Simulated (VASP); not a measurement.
Computed with PBEsol GGA, VASP's PBE PAW potentials (set 64) (plane waves; VASP 6.6.1).

A VASP calculation is set up with these files.

**INCAR**
```
! general
SYSTEM  = Be3HgSe4
PREC    = Accurate
ENCUT   = 400
LREAL   = F
LASPH   = T
ICHARG  = 11

! electronic loop
EDIFF   = 1E-7
NELM    = 100
ALGO    = Normal
LMAXMIX = 6

! smearing
ISMEAR  = 0
SIGMA   = 0.05

! functional
GGA     = PS

! output
LWAVE   = F
LCHARG  = F
LORBIT  = 11
```

File KPOINTS:
```
k-points along high-symmetry lines
15
Line-mode
Reciprocal
  0.000000   0.000000   0.000000 ! GAMMA
  0.000000   0.500000   0.000000 ! X

  0.000000   0.500000   0.000000 ! X
  0.500000   0.500000   0.000000 ! M

  0.500000   0.500000   0.000000 ! M
  0.000000   0.000000   0.000000 ! GAMMA

  0.000000   0.000000   0.000000 ! GAMMA
  0.500000   0.500000   0.500000 ! R

  0.500000   0.500000   0.500000 ! R
  0.000000   0.500000   0.000000 ! X

  0.500000   0.500000   0.500000 ! R
  0.500000   0.500000   0.000000 ! M
```

**POSCAR**
```
Be3HgSe4
1
    5.3968515869    -0.0000000000     0.0000000000
   -0.0000000000     5.3968515869     0.0000000000
   -0.0000000000    -0.0000000000     5.3968515869
Hg Se Be
1 4 3
Direct
  1.0000000000   0.0000000000   0.0000000000
  0.2741636774   0.2741636774   0.2741636774
  0.7258363226   0.7258363226   0.2741636774
  0.7258363226   0.2741636774   0.7258363226
  0.2741636774   0.7258363226   0.7258363226
  0.5000000000   0.5000000000   1.0000000000
  0.5000000000   0.0000000000   0.5000000000
  1.0000000000   0.5000000000   0.5000000000
```

POTCAR, in this order: Hg Se Be (PBE.64 set). Program: vasp_std. Read from the step before: CHGCAR.

What VASP printed:

**OSZICAR**
```
       N       E                     dE             d eps       ncg     rms          rms(c)
DAV:   1     0.202424042190E+03    0.20242E+03   -0.15917E+04  4680   0.113E+03
DAV:   2    -0.155804990265E+02   -0.21800E+03   -0.21341E+03  5594   0.249E+02
DAV:   3    -0.310778185961E+02   -0.15497E+02   -0.15385E+02  6116   0.707E+01
DAV:   4    -0.312853298995E+02   -0.20751E+00   -0.20712E+00  5716   0.822E+00
DAV:   5    -0.312880787612E+02   -0.27489E-02   -0.27471E-02  6030   0.909E-01
DAV:   6    -0.312881234772E+02   -0.44716E-04   -0.44711E-04  5780   0.107E-01
DAV:   7    -0.312881245349E+02   -0.10577E-05   -0.10577E-05  6092   0.149E-02
DAV:   8    -0.312881245690E+02   -0.34062E-07   -0.34037E-07  4934   0.224E-03
   1 F= -.31288125E+02 E0= -.31288125E+02  d E =-.453773E-14
```

### OUTCAR
```
 val. band max:        2.8104064711   @ k =   0.0000   0.0000   0.0000

 cond. band min:       4.4736987357   @ k =   0.0000   0.0000   0.0000



 k-point     1 :       0.0000    0.0000    0.0000
  band No.  band energies     occupation
      1     -10.9652      2.00000
      2      -9.4865      2.00000
      3      -9.4865      2.00000
      4      -9.4865      2.00000
      5      -3.7253      2.00000
      6      -3.7253      2.00000
      7      -3.5901      2.00000
      8      -3.5901      2.00000
      9      -3.5901      2.00000
     10      -2.8546      2.00000
     11      -1.8327      2.00000
     12      -1.8327      2.00000
     13       0.0461      2.00000
     14       0.0461      2.00000
     15       0.0461      2.00000
     16       0.1620      2.00000
     17       0.1620      2.00000
     18       0.1620      2.00000
     19       2.8104      2.00000
     20       2.8104      2.00000
     21       2.8104      2.00000
     22       4.4737      0.00000
     23       5.5354      0.00000
     24       5.5354      0.00000
     25       5.5354      0.00000
     26       5.6652      0.00000

 k-point     2 :       0.0000    0.0357    0.0000
  band No.  band energies     occupation
      1     -10.9618      2.00000
      2      -9.4922      2.00000
      3      -9.4864      2.00000
      4      -9.4864      2.00000
      5      -3.7261      2.00000
      6      -3.7237      2.00000
      7      -3.5942      2.00000
      8      -3.5898      2.00000
      9      -3.5898      2.00000
     10      -2.8409      2.00000
     11      -1.8340      2.00000
     12      -1.8263      2.00000
     13       0.0341      2.00000
     14       0.0341      2.00000
     15       0.0421      2.00000
     16       0.1487      2.00000
     17       0.1702      2.00000
     18       0.1702      2.00000
     19       2.7651      2.00000
     20       2.8058      2.00000
     21       2.8058      2.00000
     22       4.5191      0.00000
     23       5.5266      0.00000
...
```

The density is held fixed in this step, so its total energy and stress have no physical meaning. Unless said otherwise, spin-orbit coupling is left out, though it shifts the bands of the heavy elements here.

The structure was generated: Be3HgSe4 was put into an ordered model structure (P-43m), which need not be its known phase. It was relaxed first.
